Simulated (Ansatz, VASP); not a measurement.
# Cross-check of Sb (Antimony) between VASP and Ansatz

Aim: how closely do two programs agree when they are given the same cell, functional and k mesh? The cell is taken from a series of runs on this material, whose earlier steps may have relaxed, scaled, displaced or heated it; both programs get it as it stands.

Method: plane waves, with VASP 6.6.1 beside it; zone-centre phonons at LDA, in Ansatz 0.2.0.

### 1. The structure

The structure is trigonal, space group R-3m (No. 166). Conventional cell: a = 4.305 Å, b = 4.305 Å, c = 10.853 Å, α = 90.00°, β = 90.00°, γ = 120.00°. Sb has 3 Sb at 2.91 Å nearest.

As a file:

```cif
data_structure
_symmetry_space_group_name_H-M 'P 1'
_symmetry_Int_Tables_number 1
_cell_length_a 4.3892
_cell_length_b 4.3892
_cell_length_c 4.3892
_cell_angle_alpha 58.732
_cell_angle_beta 58.732
_cell_angle_gamma 58.732
_cell_volume 58.06
loop_
_atom_site_label
_atom_site_type_symbol
_atom_site_fract_x
_atom_site_fract_y
_atom_site_fract_z
_atom_site_occupancy
Sb1 Sb 0.23629 0.23629 0.23629 1
Sb2 Sb 0.76371 0.76371 0.76371 1
```

### 2. VASP: zone-centre phonons, LDA

Second derivatives magnify differences that forces hide, and they need a tight electronic threshold.

Lines of VASP's logs that name or quote its potential files are left out, and so is its time.

INCAR reads:

```
SYSTEM = Sb
PREC = Accurate
ENCUT = 500
EDIFF = 1E-08
NELM = 120
ISMEAR = 1
SIGMA = 0.2
LREAL = .FALSE.
ALGO = Normal
GGA = CA
NBANDS = 11
LORBIT = 11
LWAVE = .FALSE.
LCHARG = .FALSE.
ISIF = 2
IBRION = 8
LASPH = .TRUE.
GGA_COMPAT = .FALSE.
KPAR = 2
```

POSCAR reads:

```
Sb
1.0
    2.1524278817      1.2427048170      3.6177609736
   -2.1524278817      1.2427048170      3.6177609736
    0.0000000000     -2.4854096339      3.6177609736
Sb
2
Direct
    0.2362888029      0.2362888024      0.2362888029
    0.7637111971      0.7637111976      0.7637111971
```

KPOINTS reads:

```
Automatic mesh
0
Gamma
12 12 12
0 0 0
```

PAW data sets: Sb (LDA family, release 64).

Run with:

```sh
$ mpirun -np 2 vasp_std
```

Numbers of over 12 decimals in the logs are rounded to 6 here.

The log of the run:

```text
[banner, memory and clock lines left out]
running    2 mpi-ranks, on    1 nodes
 distrk:  each k-point on    1 cores,    2 groups
 distr:  one band on    1 cores,    1 groups

 POSCAR found type information on POSCAR Sb
 POSCAR found :  1 types and       2 ions
 LDA part: xc-table for (Slater(with rela. corr.)+CA(PZ))
 , standard interpolation
 POSCAR, INCAR and KPOINTS ok, starting setup
 FFT: planning ... GRIDC
 FFT: planning ... GRID_SOFT
 FFT: planning ... GRID
 WAVECAR not read
 entering main loop
       N       E                     dE             d eps       ncg     rms          rms(c)
DAV:   1     0.364142500234E+02    0.36414E+02   -0.35467E+03  4158   0.697E+02
DAV:   2    -0.770416517281E+01   -0.44118E+02   -0.42813E+02  5714   0.115E+02
DAV:   3    -0.963270060423E+01   -0.19285E+01   -0.18966E+01  5015   0.273E+01
DAV:   4    -0.965127690807E+01   -0.18576E-01   -0.18573E-01  4664   0.317E+00
DAV:   5    -0.965149534498E+01   -0.21844E-03   -0.21844E-03  4872   0.386E-01    0.325E+00
DAV:   6    -0.963584117460E+01    0.15654E-01   -0.34725E-03  4635   0.319E-01    0.194E+00
DAV:   7    -0.962706897163E+01    0.87722E-02   -0.74093E-03  4563   0.461E-01    0.554E-02
DAV:   8    -0.962707701218E+01   -0.80406E-05   -0.21509E-04  4650   0.104E-01    0.180E-02
DAV:   9    -0.962708072886E+01   -0.37167E-05   -0.15079E-05  4779   0.240E-02    0.656E-03
DAV:  10    -0.962708035861E+01    0.37025E-06   -0.17710E-06  4692   0.737E-03    0.935E-04
DAV:  11    -0.962708039286E+01   -0.34258E-07   -0.15893E-07  4710   0.249E-03    0.360E-04
DAV:  12    -0.962708039270E+01    0.15962E-09   -0.99215E-09  2856   0.556E-04
   1 F= -.96270804E+01 E0= -.96278408E+01  d E =0.228120E-02
 Linear response reoptimize wavefunctions to high precision
DAV:   1    -0.962708039293E+01   -0.22817E-09   -0.17683E-09  3698   0.288E-04
DAV:   2    -0.962708039296E+01   -0.24613E-10   -0.13202E-10  2406   0.868E-05
 Linear response DOF=           2
 Linear response progress:
  Degree of freedom:   1/  2
       N       E                     dE             d eps       ncg     rms          rms(c)
RMM:   1    -0.260755676971E-01   -0.26076E-01    0.21314E-02 38919   0.122E+00
RMM:   2    -0.256961249075E-01    0.37944E-03   -0.17625E-03 30100   0.253E-01    0.501E-02
RMM:   3    -0.256993508905E-01   -0.32260E-05   -0.39604E-05 31709   0.416E-02    0.295E-02
RMM:   4    -0.257534055557E-01   -0.54055E-04   -0.15231E-05 31908   0.204E-02    0.231E-03
RMM:   5    -0.257601867094E-01   -0.67812E-05   -0.75788E-07 32715   0.381E-03    0.105E-03
RMM:   6    -0.257616679025E-01   -0.14812E-05    0.16076E-07 31311   0.910E-04    0.310E-04
RMM:   7    -0.257608140076E-01    0.85389E-06    0.50404E-08 33312   0.237E-04    0.919E-05
RMM:   8    -0.257607878802E-01    0.26127E-07   -0.14687E-08 33762   0.621E-05    0.206E-05
RMM:   9    -0.257607738476E-01    0.14033E-07    0.90384E-09 33704   0.180E-05    0.191E-06
RMM:  10    -0.257607731160E-01    0.73156E-09    0.11122E-09 33538   0.663E-06    0.631E-07
 first order change of Fermi-energy  -0.18061E-04
 force on displaced ion       1 direction 1 :  -1.821  -0.000   0.000
 Linear response progress:
  Degree of freedom:   2/  2
       N       E                     dE             d eps       ncg     rms          rms(c)
RMM:   1    -0.269799390940E-01   -0.26980E-01    0.13650E-02  8136   0.123E+00
RMM:   2    -0.256840472150E-01    0.12959E-02   -0.17323E-03  6490   0.263E-01    0.481E-02
RMM:   3    -0.255899358657E-01    0.94111E-04   -0.45881E-05  6891   0.451E-02    0.287E-02
RMM:   4    -0.255252085610E-01    0.64727E-04   -0.26427E-05  6736   0.248E-02    0.688E-03
RMM:   5    -0.255330778476E-01   -0.78693E-05   -0.86930E-07  6960   0.516E-03    0.240E-03
RMM:   6    -0.255348566362E-01   -0.17788E-05   -0.68939E-08  7024   0.107E-03    0.794E-04
RMM:   7    -0.255341422314E-01    0.71440E-06    0.13906E-08  7090   0.319E-04    0.202E-04
RMM:   8    -0.255341705079E-01   -0.28276E-07    0.34062E-09  7212   0.553E-05    0.262E-05
RMM:   9    -0.255341871675E-01   -0.16660E-07   -0.14705E-09  7214   0.212E-05    0.156E-05
RMM:  10    -0.255341863170E-01    0.85052E-09   -0.49982E-10  7216   0.868E-06    0.298E-06
 first order change of Fermi-energy  -0.41787E+00
 force on displaced ion       1 direction 3 :   0.000  -0.000  -4.623
 Linear response finished
```

OUTCAR, selected parts (step 2):

```text
ion  position               nearest neighbor table
   1  0.236  0.236  0.236-   2 2.91   2 2.91   2 2.91   2 3.26   2 3.26   2 3.26
   2  0.764  0.764  0.764-   1 2.91   1 2.91   1 2.91   1 3.26   1 3.26   1 3.26

  LATTYP: Found a trigonal (rhomboedric) cell.
 ALAT       =     4.3892431592
 COS(alpha) =     0.5190411373

 Subroutine GETGRP returns: Found 12 space group operations
 (whereof 12 operations were pure point group operations)

The static configuration has the point symmetry D_3d.

 Found    189 irreducible k-points:

   k-points           NKPTS =    189   k-points in BZ     NKDIM =    189   number of bands    NBANDS=     11

   dimension x,y,z NGX =    32 NGY =   32 NGZ =   32
   dimension x,y,z NGXF=    64 NGYF=   64 NGZF=   64

   ENCUT  =  500.0 eV  36.75 Ry    6.06 a.u.   8.00  8.00  8.00*2*pi/ulx,y,z

   NELECT =      10.0000    total number of electrons

 k-points in reciprocal lattice and weights: Automatic mesh
   0.00000000  0.00000000  0.00000000       0.001
   0.08333333 -0.00000000 -0.00000000       0.003
   0.16666667 -0.00000000  0.00000000       0.003
   0.25000000 -0.00000000  0.00000000       0.003
   0.33333333 -0.00000000  0.00000000       0.003
   0.41666667 -0.00000000 -0.00000000       0.003
   0.50000000 -0.00000000  0.00000000       0.002
   0.08333333  0.08333333 -0.00000000       0.003
   0.16666667  0.08333333  0.00000000       0.007
[...]
-0.41666667  0.50000000  0.41666667       0.003
   0.50000000  0.50000000  0.50000000       0.001

 average (electrostatic) potential at core
       1 -86.3032       2 -86.3032

  Total        0.1113591      0.1113591      0.2456117     -0.0000000      0.0000000      0.0000000
  in kB        3.0729024      3.0729024      6.7775380     -0.0000000      0.0000000      0.0000000
  external PRESSURE =       4.3077809 kB  Pullay stress =       0.0000000 kB

  energy-cutoff  :      500.00
  volume of cell :       58.06
      direct lattice vectors                 reciprocal lattice vectors
     2.152427882  1.242704817  3.617760974     0.232295820  0.134116054  0.092138020
    -2.152427882  1.242704817  3.617760974    -0.232295820  0.134116054  0.092138020
     0.000000000 -2.485409634  3.617760974     0.000000000 -0.268232109  0.092138020

 POSITION                                       TOTAL-FORCE (eV/Angst)
 -----------------------------------------------------------------------------------
      0.00000     -0.00000      2.56451         0.000000      0.000000      0.061568
     -0.00000      0.00000      8.28877         0.000000     -0.000000     -0.061568
 -----------------------------------------------------------------------------------
    total drift:                               -0.000000      0.000000      0.000000

 Eigenvectors and eigenvalues of the dynamical matrix
 ----------------------------------------------------

   1 f  =    4.308016 THz    27.068065 2PiTHz  143.699955 cm-1    17.816516 meV
             X         Y         Z           dx          dy          dz
      0.000000 -0.000000  2.564509    -0.000000    0.000000    0.707107
     -0.000000  0.000000  8.288774     0.000000   -0.000000   -0.707107

   2 f  =    2.704020 THz    16.989856 2PiTHz   90.196386 cm-1    11.182922 meV
             X         Y         Z           dx          dy          dz
      0.000000 -0.000000  2.564509    -0.000000    0.707107   -0.000000
     -0.000000  0.000000  8.288774     0.000000   -0.707107    0.000000

   3 f  =    2.704020 THz    16.989856 2PiTHz   90.196386 cm-1    11.182922 meV
             X         Y         Z           dx          dy          dz
      0.000000 -0.000000  2.564509    -0.707107   -0.000000   -0.000000
     -0.000000  0.000000  8.288774     0.707107    0.000000   -0.000000

   4 f  =    0.000000 THz     0.000000 2PiTHz    0.000001 cm-1     0.000000 meV
             X         Y         Z           dx          dy          dz
      0.000000 -0.000000  2.564509     0.657722   -0.259269    0.013456
     -0.000000  0.000000  8.288774     0.657722   -0.259269    0.013456

   5 f  =    0.000000 THz     0.000000 2PiTHz    0.000001 cm-1     0.000000 meV
             X         Y         Z           dx          dy          dz
      0.000000 -0.000000  2.564509    -0.257610   -0.647210    0.121478
     -0.000000  0.000000  8.288774    -0.257610   -0.647210    0.121478

   6 f/i=    0.000000 THz     0.000000 2PiTHz    0.000001 cm-1     0.000000 meV
             X         Y         Z           dx          dy          dz
      0.000000 -0.000000  2.564509     0.032225    0.117896    0.696464
     -0.000000  0.000000  8.288774     0.032225    0.117896    0.696464

 ELASTIC MODULI CONTR FROM IONIC RELAXATION (kBar)
 Direction    XX          YY          ZZ          XY          YZ          ZX
 --------------------------------------------------------------------------------
 XX         -91.8749    -74.4810   -134.6535      0.0000     41.2068     -0.0000
 YY         -74.4810    -91.8749   -134.6535     -0.0000    -41.2068      0.0000
 ZZ        -134.6535   -134.6535   -217.9850      0.0000     -0.0000     -0.0000
 XY           0.0000     -0.0000      0.0000     -8.6970     -0.0000     38.8792
 YZ          41.2068    -41.2068     -0.0000     -0.0000   -195.2411      0.0000
 ZX          -0.0000      0.0000     -0.0000     38.8792      0.0000   -173.8066
 --------------------------------------------------------------------------------
```

Energies printed during the response cycles are not total energies of the cell.

### 3. Ansatz: zone-centre phonons, LDA

Ansatz runs on its PAW soft_1 files.

The same cell, functional (in two slightly different forms), mesh and smearing now go to Ansatz, which takes its cutoff from its data sets.

input.yaml reads:

```yaml
crystal:
  lattice:
    - [2.1524278817, 1.242704817, 3.6177609736]
    - [-2.1524278817, 1.242704817, 3.6177609736]
    - [0.0, -2.4854096339, 3.6177609736]
  atoms:
    - { symbol: Sb, position: [0.2362888029, 0.2362888024, 0.2362888029] }
    - { symbol: Sb, position: [0.7637111971, 0.7637111976, 0.7637111971] }
kpoints:
  mp_grid: { grid: [12, 12, 12] }
hamiltonian:
  xc: lda
  pseudopotentials: { kind: paw, azcp: { folder: soft_1 }, xc_functional: pbe }
scf:
  occupations: { method: methfessel_paxton, width: 0.2 }
output:
  eigenvalues: true
phonons:
  method: dfpt
```

Run with:

```sh
$ ansatz run input.yaml --threads 4 --pin off --max-ram 10240MiB --backend cpu --events-out ev --progress --plain --runs-dir out
```

The log of the run:

```text
Engine: ansatz 0.2.0, x86_64-unknown-linux-gnu
Pseudopotentials: kind: paw
Pseudopotential: Sb, paw, valence charge 15, recommended cutoff 420 eV (normal), soft_1/Sb.paw.azcp
Functional definition: SPW92
  exchange = slater_x
  correlation = pw_c
Crystal: 2 atoms, lattice volume = 58.061 Å³
Basis set: ecut = 420 eV, 1135 PW (Γ), exchange–correlation on 60×60×60 points (8 copies of the dense FFT grid, shifted against one another)
Bands: 19, of which v1, the nominal top of the filled ones, is band 15 counted from 1 (14 counted from 0)
Symmetry: 12 space group operations
k-points: 476 of 1728 (irreducible under 2 space group operations, time reversal used)
Non-local potential: Sb, projectors of the file, l = 0: 2, l = 1: 2, l = 2: 2, l = 3: 1
PAW form: soft (Blöchl's): semilocal exchange-correlation on the pseudo side does not see the compensation charge
PAW frozen core: Sb, regenerated for the run's functional, and the local potential with it (the file was generated under x = pbe(κ = 0.804, μ = 0.219515), c = pbe(β = 0.066725))
PAW one-centre angular grid: Sb, 590 points (default); XC on 64 Gauss nodes
Initial density: superposition of atomic densities (chi_scale 0.1, normalization cell)
Initial wavefunctions: pseudopotential atomic-orbital guess
Functional: x = slater, c = lda
SCF iter   1: F=—  HF=-12671.793670 eV  |F-HF|=—  |Δ(HF+E_count)|=         —  Δρ=1.49e-2  dr2=1.05e-1  ethr=3.10e-3  ⟨swp⟩=5.9  Hψ=47884  notcnv=0
preconditioner: auto → none  [insulator: Δε(μ)=0.168 eV  Ē_g=8.861 eV  σ=0.200 eV  W_gap=0.63  n_scr=14 (ndim 8)  ℏωp=15.4 eV  f_vac=0.000  D(μ)=0.15/eV (n_scr^D=0)  ε∞_Penn≈4.0]
SCF iter   2: F=—  HF=-12671.770522 eV  |F-HF|=—  |Δ(HF+E_count)|=   2.31e-2  S|Δr|=    0.00e0  Δρ=6.77e-3  dr2=2.11e-2  ethr=3.50e-4  ⟨swp⟩=1.1  Hψ=12951  notcnv=0
SCF iter   3: F=—  HF=-12671.767082 eV  |F-HF|=—  |Δ(HF+E_count)|=   3.44e-3  S|Δr|=    0.00e0  Δρ=5.05e-4  dr2=1.55e-4  ethr=7.03e-5  ⟨swp⟩=1.7  Hψ=10488  notcnv=0
SCF iter   4: F=—  HF=-12671.767076 eV  |F-HF|=—  |Δ(HF+E_count)|=   6.56e-6  S|Δr|=    0.00e0  Δρ=2.30e-4  dr2=2.48e-5  ethr=5.18e-7  ⟨swp⟩=2.0  Hψ=16208  notcnv=0
SCF iter   5: F=—  HF=-12671.767070 eV  |F-HF|=—  |Δ(HF+E_count)|=   5.60e-6  S|Δr|=    0.00e0  Δρ=4.98e-5  dr2=8.46e-7  ethr=8.26e-8  ⟨swp⟩=2.0  Hψ=16190  notcnv=0
SCF iter   6: F=—  HF=-12671.767069 eV  |F-HF|=—  |Δ(HF+E_count)|=   1.22e-6  S|Δr|=    0.00e0  Δρ=9.04e-6  dr2=1.76e-8  ethr=2.82e-9  ⟨swp⟩=2.0  Hψ=16268  notcnv=0
SCF iter   7: F=—  HF=-12671.767069 eV  |F-HF|=—  |Δ(HF+E_count)|=   1.08e-8  S|Δr|=    0.00e0  Δρ=1.32e-6  dr2=4.03e-10  ethr=5.87e-11  ⟨swp⟩=1.1  Hψ=9192  notcnv=0
SCF iter   8: F=—  HF=-12671.767069 eV  |F-HF|=—  |Δ(HF+E_count)|=  2.09e-10  S|Δr|=    0.00e0  Δρ=1.38e-7  dr2=1.00e-11  ethr=1.34e-12  ⟨swp⟩=2.0  Hψ=16272  notcnv=0
SCF iter   9: F=-12671.767069 eV  HF=-12671.767069 eV  |F-HF|=0.00e0  |Δ(HF+E_count)|=  1.82e-12  S|Δr|=    0.00e0  Δρ=5.64e-9  dr2=1.31e-14  ethr=1.00e-12  ⟨swp⟩=5.8  Hψ=40703  notcnv=0
SCF 1 converged in 9 iterations: F = -12671.767069 eV  dr2 = 1.31e-14
  greatest PAW one-centre occupation: 0.997 electrons in one spin orbital (limit 2), on the Sb atom at site 1 (counted from 0), in its partial waves of l = 2
DFPT response loops at Γ: preconditioner auto → Kerker (q_TF=auto, 2.444 Å⁻¹) (partly filled bands, converged f_vac=0.000); β = 1.00, the filter's whole step (`scf.mixing.beta` (0.50) is not read by the response loops under this deck's `scf.mixing.preconditioner`; to damp them name `kerker` or `kerker_dos`, under which they read `scf.mixing.beta`, and type it under 1.00, their step now; both keys bind the ground state too); Broyden in place of MSR1
SCF converged after 9 iterations
Stability not checked: this state was not tested for a lower state beside it, because cold or Methfessel-Paxton smearing, or corrected tetrahedra, fill the levels in a way that the test cannot read (fill_not_monotonic; see scf.lower_state_search)
Free energy (F): -12671.767069 eV
Harris-Foulkes:  -12671.767069 eV  (|F-HF|=0.00e0)
Internal energy: -12671.769371 eV  (E = F + TS)
E sigma→0 (E₀):  -12671.767645 eV
Entropy (-TS):   0.002302 eV (1.151 meV/atom)
Fermi energy:    10.488003 eV
--- Per-component energies (eV) ---
  E_band       = -322.893848
  E_kinetic    = 328.912662
  E_local      = -3105.277564  (includes V_loc(G=0)·N_el)
  E_nonlocal   = 787.624063
  E_hartree    = 1283.926882
  E_xc         = -198.127061
  E_vxc        = -183.777541  (∫ρ·V_xc dr)
  E_paw        = -8789.657498  (= ΣΔE_a)
  E_vpaw       = -718.229483  (= ΣTr[D̂ρ^β])
  E_aug_tail   = 0.000250  (compensation charges beyond the density's cutoff)
  E_ewald      = -2980.288728
  E_core_change = 1.117622  (= ΣΔE_core)
  E_smearing   = 0.002302  (= −TS)
  E_closure    = -0.000000  (closes the sum)
  Σ components = -12671.767069   (vs F -12671.767069, Δ=0.00e0)
--- Band table (eV; the first three rows and the last of 476) ---
  k-point 0: bands = [... 11 lower, 5.8252, 8.6306, 8.6490, 8.6490, 12.9541, 13.4237, 13.4237, 15.5473]
  k-point 1: bands = [... 11 lower, 5.4218, 8.6377, 8.6443, 8.8758, 12.8372, 13.1876, 13.1992, 15.2645]
  k-point 2: bands = [... 11 lower, 4.5157, 8.6392, 8.6588, 9.2778, 12.4311, 12.6066, 12.6632, 15.1251]
  k-point 475: bands = [... 11 lower, 1.2348, 9.2415, 9.2415, 10.0159, 10.4083, 10.4083, 11.4039, 18.0293]
--- Phonons (Γ-DFPT): 2 representative perturbations + reference, on 476 of 1728 k-points (Σ response iterations 6) ---
  k mesh reduced under 2 symmetry operations, with k and −k counted as one. Each operation leaves every solved perturbation unchanged. A smaller set is not used because it would not reduce the number of displacements times k-points to solve
  ASR residual: 3.450e-5 → 0.000e0 eV/Å²; symmetrization residual: 2.223e-5 eV/Å²
  ASR residual per site (eV/Å²): 3.45e-5 3.45e-5
  Γ frequencies (cm⁻¹): 0.00 0.00 0.00 85.59 85.59 140.66
  non-analytic LO–TO correction: not included (Born effective charges unavailable; polar crystals: no LO–TO splitting at Γ)
```

The column dr2 measures how far the density is from self-consistency, as an energy; F and HF (Harris–Foulkes) agree once it is small.

### 4. Comparison

Known differences besides the potentials themselves: the two LDA forms differ slightly; the data sets hold 30 valence electrons in Ansatz (on its PAW soft_1 files) and 10 in VASP; the cutoff is 420 eV in Ansatz and 500 eV in VASP; VASP's log shows a relativistic correction to its local exchange, Ansatz's none. Total energies have different zeros and are not compared.

Both answers:

```csv
quantity,Ansatz,VASP,difference
optical mode 1 to 2 (cm⁻¹),85.6,90.2,-5.11 %
optical mode 3 (cm⁻¹),140.7,143.7,-2.12 %
```

Modes are paired by rising frequency, not by their patterns, so a pair may set unlike modes beside each other; they are those without the splitting of longitudinal modes.

### 5. Summary of results

* r.m.s. difference of the optical zone-centre modes, each program's sorted by frequency (zone-centre phonons, LDA): 4.2 cm⁻¹
* difference in optical mode 1 to 2 (zone-centre phonons, LDA): -5.1 %

In words: The r.m.s. difference of the optical zone-centre modes, each program's sorted by frequency is 4.2 cm⁻¹ (zone-centre phonons, LDA). The data sets hold unlike numbers of valence electrons (30 in Ansatz and 10 in VASP), so part of the differences comes from the potentials. Among the rows given in per cent, the largest difference of the zone-centre phonons, LDA pair is in optical mode 1 to 2, -5.1 %. Such differences can come from data sets, numerical settings and the points named under the comparisons, not from the functional's error against experiment.

[Lines on the potential files, build, host, timing and source positions are cut from VASP's logs without a mark.]

[Logs are printed without paths, hosts, clocks, repeated set-up lines and the standing remarks that a program may print on its own settings, such as how far it seeks lower states.]

[Hosts, paths, dates, database ids (printed as entryN), source tags and the programs' standing remarks are cut or masked in the printed files.]
